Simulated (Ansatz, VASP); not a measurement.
# Two plane-wave programs on IrS

```
CELL_PARAMETERS angstrom
3.48697 0.00000 0.00000
-1.74348 3.01980 0.00000
0.00000 0.00000 5.39652
ATOMIC_POSITIONS crystal
Ir 0.00000 0.00000 0.00000
Ir 0.00000 0.00000 0.50000
S 0.33333 0.66667 0.25000
S 0.66667 0.33333 0.75000
```

Alike in both runs: functional PBEsol; k mesh 10 × 10 × 6; occupations gaussian, width 0.05 eV; no spin polarisation.

Ansatz relaxed the structure, and its values are those at the end. VASP's run is a single point on that final structure, the one shown.

```csv
,VASP,Ansatz
version,VASP 6.6.1,Ansatz 0.2.0
potentials or method,"VASP PAW PBE potentials, release 64 (Ir, S)","scalar-relativistic, plane waves, PAW"
plane-wave cutoff (eV),520,420
valence electrons in the cell,30,46
```

|  | VASP | Ansatz | Ansatz less VASP |
| --- | --- | --- | --- |
| gap on the k mesh at the Fermi level (eV) | none | none | - |
| pressure (GPa) | 10.7 | 9.4 | -1.32 |

A gap of «none» marks a metal or a gap that the smearing closes. The two sets of potentials don't hold the same shells in valence.

Caveats: the PAW data sets were made with another functional, which shifts forces and pressure a little (VASP). The runs have no spin-orbit coupling, so splittings on Ir are missing.
